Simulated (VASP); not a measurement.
All values below come from revTPSS meta-GGA, VASP's PBE PAW potentials (set 64) (plane waves; VASP).

A VASP calculation is set up with these files.

**KPOINTS**
```
Automatic mesh
0
Gamma
8 8 8
0 0 0
```

INCAR:
```
LREAL  =  .False.   # projection in real space or not
EDIFFG  =  -0.01
LMIXTAU  =  .True.
PREC  =  Accurate
EDIFF  =  1E-6
IBRION  =  2
SIGMA  =  0.05
LWAVE  =  .False.
ENCUT  =  520   # plane-wave cut-off (eV)
ISMEAR  =  0   # Gaussian
ALGO  =  Normal   # blocked Davidson
LCHARG  =  .False.
LASPH  =  .True.   # aspherical one-centre terms
LMAXMIX  =  4   # l cut-off of mixed one-centre charges
NELM  =  100
NSW  =  60   # most ionic steps
ISIF  =  3
METAGGA  =  RTPSS
SYSTEM  =  AgCl
```

### POSCAR
```
AgCl
1
    0.0000000000     2.7750000000     2.7750000000
    2.7750000000     0.0000000000     2.7750000000
    2.7750000000     2.7750000000     0.0000000000
Ag Cl
1 1
Direct
  0.0000000000   0.0000000000   0.0000000000
  0.5000000000   0.5000000000   0.5000000000
```

POTCAR, in this order: Ag Cl (PBE.64 set). Program: vasp_std.

Q: Predict the energy per atom (σ→0), volume per atom, band gap (on the k-mesh).

A: 
```
Item                             Result
------------------------  -------------
energy per atom (σ→0)     4.731 eV/atom
band gap (on the k-mesh)        0.91 eV
volume per atom           21.05 Å³/atom
```

### OSZICAR
```
...
DAV:   3     0.946113588150E+01    0.16964E-02   -0.84498E-03   779   0.798E-01    0.296E-01
DAV:   4     0.946164653782E+01    0.51066E-03   -0.96768E-04   754   0.334E-01    0.100E-01
DAV:   5     0.946229651666E+01    0.64998E-03   -0.11806E-03   754   0.430E-01    0.618E-02
DAV:   6     0.946105208712E+01   -0.12444E-02   -0.23050E-04   754   0.200E-01    0.117E-02
DAV:   7     0.946103424347E+01   -0.17844E-04   -0.11696E-05   824   0.356E-02    0.114E-02
DAV:   8     0.946101189274E+01   -0.22351E-04   -0.40824E-06   754   0.255E-02    0.508E-03
DAV:   9     0.946101183166E+01   -0.61088E-07   -0.97504E-07   522   0.127E-02
   2 F= 0.94610118E+01 E0= 0.94610118E+01  d E =-.163001E-02
```

The compound is AgCl in the rock salt structure. This run relaxes it. Symmetry was kept, so distortions that lower it aren't found.
